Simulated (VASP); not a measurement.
Computed with PBE GGA, VASP's PBE PAW potentials (set 64) (plane waves; VASP).

VASP ran on this input.

### INCAR
```
! general
SYSTEM =CuI
PREC   =Accurate
ENCUT  =480
LREAL  =F
LASPH  =T

! electronic loop
EDIFF  =1E-6
NELM   =100
ALGO   =Normal
LMAXMIX=4

! smearing
ISMEAR =0
SIGMA  =0.05

! functional
GGA    =PE

! ions
IBRION =2
NSW    =60
ISIF   =3
EDIFFG =-0.01

! output
LWAVE  =F
LCHARG =F
```

File KPOINTS:
```
Automatic mesh
0
Gamma
7 7 7
0 0 0
```

### POSCAR
```
CuI
1.0
  0.0000000000   3.0250000000   3.0250000000
  3.0250000000   0.0000000000   3.0250000000
  3.0250000000   3.0250000000   0.0000000000
Cu I
1 1
direct
  0.0000000000   0.0000000000   0.0000000000
  0.7500000000   0.7500000000   0.7500000000
```

POTCAR, in this order: Cu I (PBE.64 set). Program: vasp_std.

The run wrote:

**OSZICAR**
```
       N       E                     dE             d eps       ncg     rms          rms(c)
DAV:   1     0.103427678030E+03    0.10343E+03   -0.74998E+03   520   0.138E+03
DAV:   2     0.153528422061E+01   -0.10189E+03   -0.95200E+02   525   0.260E+02
DAV:   3    -0.553138303209E+01   -0.70667E+01   -0.69590E+01   708   0.786E+01
DAV:   4    -0.577682099866E+01   -0.24544E+00   -0.24529E+00   646   0.130E+01
DAV:   5    -0.578088985714E+01   -0.40689E-02   -0.40688E-02   733   0.170E+00    0.530E+00
DAV:   6    -0.570355660395E+01    0.77333E-01   -0.35512E+00   551   0.538E+01    0.343E+00
DAV:   7    -0.556003960311E+01    0.14352E+00   -0.79637E-01   560   0.320E+01    0.173E+00
DAV:   8    -0.556285844153E+01   -0.28188E-02   -0.50921E-02   775   0.384E+00    0.484E-01
DAV:   9    -0.555969230249E+01    0.31661E-02   -0.15278E-02   634   0.389E+00    0.151E-01
DAV:  10    -0.555986500591E+01   -0.17270E-03   -0.78073E-04   615   0.242E-01    0.656E-02
DAV:  11    -0.555989892601E+01   -0.33920E-04   -0.42083E-04   643   0.630E-01    0.362E-02
DAV:  12    -0.555989566013E+01    0.32659E-05   -0.37263E-05   825   0.126E-01    0.310E-02
DAV:  13    -0.555989397511E+01    0.16850E-05   -0.17530E-06   471   0.366E-02    0.192E-02
DAV:  14    -0.555989326605E+01    0.70906E-06   -0.12313E-05   790   0.959E-02    0.463E-03
DAV:  15    -0.555989343820E+01   -0.17215E-06   -0.12869E-06   378   0.924E-03
   1 F= -.55598934E+01 E0= -.55598934E+01  d E =-.555989E+01
       N       E                     dE             d eps       ncg     rms          rms(c)
DAV:   1    -0.561069221362E+01   -0.50799E-01   -0.84491E-01   520   0.231E+01    0.171E+00
DAV:   2    -0.557814797875E+01    0.32544E-01   -0.47087E-01   525   0.228E+01    0.647E-01
DAV:   3    -0.556300198410E+01    0.15146E-01   -0.90987E-02   525   0.983E+00    0.311E-01
DAV:   4    -0.556130024494E+01    0.17017E-02   -0.56271E-03   706   0.942E-01    0.104E-01
DAV:   5    -0.556123748716E+01    0.62758E-04   -0.13353E-04   754   0.215E-01    0.863E-02
DAV:   6    -0.556118369382E+01    0.53793E-04   -0.61950E-05   824   0.171E-01    0.973E-03
DAV:   7    -0.556118499579E+01   -0.13020E-05   -0.10698E-05   802   0.471E-02    0.126E-02
DAV:   8    -0.556118518009E+01   -0.18430E-06   -0.22260E-07   300   0.928E-03
   2 F= -.55611852E+01 E0= -.55611852E+01  d E =-.129174E-02
```

**OUTCAR**
```
------------------------ aborting loop because EDIFF is reached ----------------------------------------
  FORCE on cell =-STRESS in cart. coord.  units (eV):
  Direction    XX          YY          ZZ          XY          YZ          ZX
  --------------------------------------------------------------------------------------
  Total        0.0101870      0.0101870      0.0101870     -0.0000000      0.0000000     -0.0000000
  in kB        0.2908632      0.2908632      0.2908632     -0.0000000      0.0000000     -0.0000000
  external PRESSURE =       0.2908632 kB  Pullay stress =       0.0000000 kB
  volume of cell :       56.11
      direct lattice vectors                 reciprocal lattice vectors
     0.000000000  3.038639891  3.038639891    -0.164547303  0.164547303  0.164547303
     3.038639891  0.000000000  3.038639891     0.164547303 -0.164547303  0.164547303
     3.038639891  3.038639891 -0.000000000     0.164547303  0.164547303 -0.164547303
  FREE ENERGIE OF THE ION-ELECTRON SYSTEM (eV)
  ---------------------------------------------------
  free  energy   TOTEN  =        -5.5611851801 eV

  energy  without entropy=       -5.5611851801  energy(sigma->0) =       -5.56118518

 reached required accuracy - stopping structural energy minimisation
```
(Selected blocks of OUTCAR.)

**CONTCAR**
```
CuI
   1.00000000000000
     0.0000000000000000    3.0386398908252819    3.0386398908252819
     3.0386398908252819    0.0000000000000000    3.0386398908252819
     3.0386398908252819    3.0386398908252819   -0.0000000000000000
  Cu              I
     1     1
Direct
     0.0000000000000000    0.0000000000000000    1.0000000000000000
     0.7500000000000000    0.7500000000000000    0.7500000000000000
```

The compound is CuI in the zinc blende structure. This run relaxes it. Symmetry was kept, so distortions that lower it aren't found.
